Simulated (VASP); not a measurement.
Level of theory: PBEsol GGA, VASP's PBE PAW potentials (set 64) (plane waves; VASP 6.6.1).

VASP ran on this input.

POSCAR:
```
PtP
1
    3.6851559629     0.0000000000     0.0000000000
   -1.8425779814     3.1914384066    -0.0000000000
    0.0000000000     0.0000000000     6.3245502042
Pt P
2 2
Direct
  0.3333330000   0.6666670000   0.0044727876
  0.6666670000   0.3333330000   0.5044727876
  0.3333330000   0.6666670000   0.3705272124
  0.6666670000   0.3333330000   0.8705272124
```

**INCAR**
```
SYSTEM = PtP
PREC = Accurate
ENCUT = 400
EDIFF = 1E-7
NELM = 100
ALGO = Normal
LREAL = .FALSE.
LASPH = .TRUE.
ISMEAR = -5
GGA = PS
LMAXMIX = 6
LWAVE = .FALSE.
LCHARG = .TRUE.
LORBIT = 11
NEDOS = 601
ISIF = 2
LEFG = .TRUE.
```

**KPOINTS**
```
K-points
0
G
 11 11 6
```

POTCAR, in this order: Pt P (PBE.64 set). Program: vasp_std.

For a metal the tetrahedron method with Blöchl corrections gives inexact stress and forces. Unless said otherwise, spin-orbit coupling is left out, though it shifts the bands of the heavy elements here.

**Question.** Estimate the energy per atom (σ→0), largest force, band gap (on the k-mesh).

**Answer.** 
The energy per atom (σ→0) comes out as -6.673 eV/atom and the band gap (on the k-mesh) is none (metal, semimetal or under 0.01 eV). The largest force is 0.071 eV/Å.

OSZICAR:
```
...
DAV:  10    -0.266916416277E+02   -0.11579E-03   -0.99509E-04  2692   0.203E-01    0.133E-01
DAV:  11    -0.266916042844E+02    0.37343E-04   -0.21223E-04  2751   0.109E-01    0.307E-02
DAV:  12    -0.266916026156E+02    0.16687E-05   -0.65427E-06  2982   0.171E-02    0.208E-02
DAV:  13    -0.266915972884E+02    0.53273E-05   -0.42990E-06  2642   0.121E-02    0.659E-03
DAV:  14    -0.266915957617E+02    0.15266E-05   -0.55336E-07  2758   0.551E-03    0.184E-03
DAV:  15    -0.266915954899E+02    0.27182E-06   -0.74228E-08  1450   0.168E-03    0.736E-04
DAV:  16    -0.266915954914E+02   -0.14811E-08   -0.11089E-08  1339   0.791E-04
   1 F= -.26691595E+02 E0= -.26691595E+02  d E =0.000000E+00
```

The structure was generated: PtP was put into the wurtzite type (P6_3mc), which need not be its known phase. It was relaxed first, which changed the volume by -16 %.
